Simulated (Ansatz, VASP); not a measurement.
**TaCuN2: VASP beside Ansatz**

INCAR

```
PREC = Accurate
ENCUT = 520
EDIFF = 1E-7
ISMEAR = 0
SIGMA = 0.05
LREAL = F
LASPH = T
NELM = 150
ALGO = Normal
ISIF = 2
LWAVE = F
LCHARG = F
ISPIN = 2
MAGMOM = 0 0 0 0
LORBIT = 11
LMAXMIX = 4
LDAU = T
LDAUTYPE = 2
LDAUL = 2 2 -1
LDAUU = 4 4 0
LDAUJ = 0 0 0
LDAUPRINT = 1
GGA = CA
NBANDS = 28
```

File KPOINTS:

```
regular mesh
0
Gamma
  7 7 7
```

Contents of POSCAR:

```
TaCuN2
1.0
    1.5680006800      0.9052856200      5.8126690500
   -1.5680006800      0.9052856200      5.8126690500
    0.0000000000     -1.8105712300      5.8126690500
Ta Cu N
1 1 2
Direct
    0.5000000000      0.5000000000      0.5000000000
    0.0000000000      0.0000000000      0.0000000000
    0.1190000000      0.1190000000      0.1190000000
    0.8810000000      0.8810000000      0.8810000000
```

Input for Ansatz:

```yaml
crystal:
  lattice:
    - [1.56800068, 0.90528562, 5.81266905]
    - [-1.56800068, 0.90528562, 5.81266905]
    - [0.0, -1.81057123, 5.81266905]
  atoms:
    - { symbol: Ta, position: [0.5, 0.5, 0.5], spin: 1.0 }
    - { symbol: Cu, position: [0.0, 0.0, 0.0], spin: -1.0 }
    - { symbol: "N", position: [0.119, 0.119, 0.119] }
    - { symbol: "N", position: [0.881, 0.881, 0.881] }
basis:
  ecutwfc: 420
  ecutrho_ratio: 4
kpoints:
  mp_grid: { grid: [7, 7, 7] }
hamiltonian:
  xc: lda
  hubbard:
    sites:
      - { site: 0, l: d, u_eff: 4.0, starting_ns: [{ spin: up, occupation_matrix: s0up }, { spin: down, occupation_matrix: s0down }] }
      - { site: 1, l: d, u_eff: 4.0, starting_ns: [{ spin: up, occupation_matrix: s1up }, { spin: down, occupation_matrix: s1down }] }
    occupation_matrices:
      s0up:
        matrix:
          - [0.02771, -0.04624, 0.01541, -0.03596, 0.05994]
          - [-0.04624, 0.29744, -0.09248, 0.21578, -0.35964]
          - [0.01541, -0.09248, 0.05083, -0.07193, 0.11988]
          - [-0.03596, 0.21578, -0.07193, 0.18783, -0.27972]
          - [0.05994, -0.35964, 0.11988, -0.27972, 0.4862]
      s0down:
        matrix:
          - [0.02, 0.0, 0.0, 0.0, 0.0]
          - [0.0, 0.02, 0.0, 0.0, 0.0]
          - [0.0, 0.0, 0.02, 0.0, 0.0]
          - [0.0, 0.0, 0.0, 0.02, 0.0]
          - [0.0, 0.0, 0.0, 0.0, 0.02]
      s1up:
        matrix:
          - [0.9054, 0.04472, -0.20871, 0.05218, 0.09442]
          - [0.04472, 0.93904, 0.14449, -0.03612, -0.06537]
          - [-0.20871, 0.14449, 0.2957, 0.16857, 0.30504]
          - [0.05218, -0.03612, 0.16857, 0.92786, -0.07626]
          - [0.09442, -0.06537, 0.30504, -0.07626, 0.83201]
      s1down:
        matrix:
          - [0.97, 0.0, 0.0, 0.0, 0.0]
          - [0.0, 0.97, 0.0, 0.0, 0.0]
          - [0.0, 0.0, 0.97, 0.0, 0.0]
          - [0.0, 0.0, 0.0, 0.97, 0.0]
          - [0.0, 0.0, 0.0, 0.0, 0.97]
    ns_hold: until_converged
scf:
  occupations: { method: gaussian, width: 0.05 }
  lower_state_search: "off"
  max_iter: 150
output:
  forces: true
  stress: true
  eigenvalues: true
  populations: true
  hubbard: { sites: [{ site: 0, l: d }, { site: 1, l: d }] }
  write_density: true
  write_potential: true
  elf: true
  volumetric_format: npy
magnetization:
  spin_polarized: true
```

Alike in both runs: task single point; functional LDA; k mesh 7 × 7 × 7; occupations gaussian, width 0.05 eV; collinear spin; Hubbard terms Ta d U = 4.0 eV, Cu d U = 4.0 eV.

|  | VASP | Ansatz |
| --- | --- | --- |
| version | VASP 6.6.1 | Ansatz 0.2.0 |
| potentials or method | VASP PAW LDA potentials, release 64 (Ta_pv, Cu, N) | scalar-relativistic, plane waves, PAW |
| plane-wave cutoff (eV) | 520 | 420 |
| valence electrons in the cell | 32 | 42 |

```csv
,VASP,Ansatz,Ansatz less VASP
gap on the k mesh at the Fermi level (eV),1.28,1.25,-0.035
least direct gap on the mesh (eV),1.94,1.81,-0.122
pressure (GPa),20.7,16.3,-4.36
largest component of the traceless stress (GPa),19.00,15.04,-3.960
rms of the force components (eV/Å),2.790,2.507,-0.2825
net moment per atom (μB),0.00,0.00,0.000
```

The programs project onto different local orbitals, so the same U acts differently. Atom by atom the forces differ by 0.283 eV/Å (rms over components). The two sets of potentials don't hold the same shells in valence. Ansatz warned: «seeded_moment_not_kept».

Caveats: spin-orbit coupling is left out, which moves the levels of the heavy elements; an odd mesh through Γ misses points on the zone boundary, where band edges often lie; forces of over 1 eV/Å show positions far from the minimum, so gaps and moduli don't describe the material at rest. The state reached can hang on the start; a lower one may exist.
